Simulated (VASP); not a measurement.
Given:

```yaml
crystal:
  lattice:
    - [4.93381, 0.00000, 0.00000]
    - [-2.46691, 4.27280, 0.00000]
    - [0.00000, 0.00000, 3.00082]
  atoms:
    - { symbol: Cl, position: [0.00000, 0.00000, 0.00000] }
    - { symbol: Cl, position: [0.33333, 0.66667, 0.50000] }
    - { symbol: Cl, position: [0.66667, 0.33333, 0.50000] }
```

Level of theory: PBE GGA, VASP's PBE PAW potentials (set 64) (plane waves; VASP). Settings: 300 eV cut-off, 6×6×9 Γ-centred mesh, Fermi-Dirac smearing of 0.10 eV, potentials Cl.

Problem. Give the energies of bands 4 to 12 at the high-symmetry points, in eV from the Fermi level.

Solution. 
```json
[
 {"band": "4", "Γ": "-3.62", "M": "-4.64", "K": "-3.83", "A": "-3.98", "L": "-4.19", "H": "-4.49"},
 {"band": "5", "Γ": "-3.62", "M": "-2.76", "K": "-3.17", "A": "-3.06", "L": "-4.04", "H": "-3.81"},
 {"band": "6", "Γ": "-2.92", "M": "-2.21", "K": "-3.17", "A": "-2.83", "L": "-3.21", "H": "-3.81"},
 {"band": "7", "Γ": "-2.92", "M": "-0.56", "K": "-0.22", "A": "-2.83", "L": "-3.14", "H": "-1.75"},
 {"band": "8", "Γ": "-0.66", "M": "-0.38", "K": "-0.22", "A": "-2.52", "L": "-1.22", "H": "-1.54"},
 {"band": "9", "Γ": "0.61", "M": "-0.29", "K": "0.09", "A": "-1.11", "L": "-1.15", "H": "-1.54"},
 {"band": "10", "Γ": "0.73", "M": "-0.05", "K": "0.11", "A": "-1.11", "L": "-0.65", "H": "-0.57"},
 {"band": "11", "Γ": "0.73", "M": "0.11", "K": "0.11", "A": "-0.48", "L": "-0.25", "H": "-0.57"},
 {"band": "12", "Γ": "0.82", "M": "0.59", "K": "0.41", "A": "-0.48", "L": "0.24", "H": "0.52"}
]
```

It has no gap at this level: it comes out as a metal or semimetal.

The structure was generated: Cl2 was put into an ordered model structure, which need not be its known phase. The cell was not relaxed at this level.
